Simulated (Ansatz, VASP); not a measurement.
Two plane-wave programs on SrRe6

```xyz
7
Lattice="-3.4692 3.4692 3.4692 3.4692 -3.4692 3.4692 3.4692 3.4692 -3.4692" Properties=species:S:1:pos:R:3 pbc="T T T"
Sr    0.0000    0.0000    0.0000
Re    0.0000    3.4692    1.7346
Re    3.4692    0.0000    1.7346
Re    1.7346    3.4692    0.0000
Re    0.0000    1.7346    3.4692
Re    1.7346    0.0000    3.4692
Re    3.4692    1.7346    0.0000
```

Alike in both runs: functional PBE; k mesh 8 × 8 × 8; occupations gaussian, width 0.1 eV; no spin polarisation.

Ansatz relaxed the structure, and its values are those at the end. VASP's run is a single point on that final structure, the one shown.

|  | VASP | Ansatz |
| --- | --- | --- |
| version | VASP 6.6.1 | Ansatz 0.2.0 |
| potentials or method | VASP PAW PBE potentials, release 64 (Sr_sv, Re) | scalar-relativistic, plane waves, PAW |
| plane-wave cutoff (eV) | 520 | 420 |
| valence electrons in the cell | 52 | 100 |

```csv
,VASP,Ansatz,Ansatz less VASP
gap on the k mesh at the Fermi level (eV),none,none,-
pressure (GPa),-1.2,0.0,+1.22
```

A gap of «none» marks a metal or a gap that the smearing closes. The two sets of potentials don't hold the same shells in valence.

Spin-orbit coupling is left out, which matters for the levels of Re.
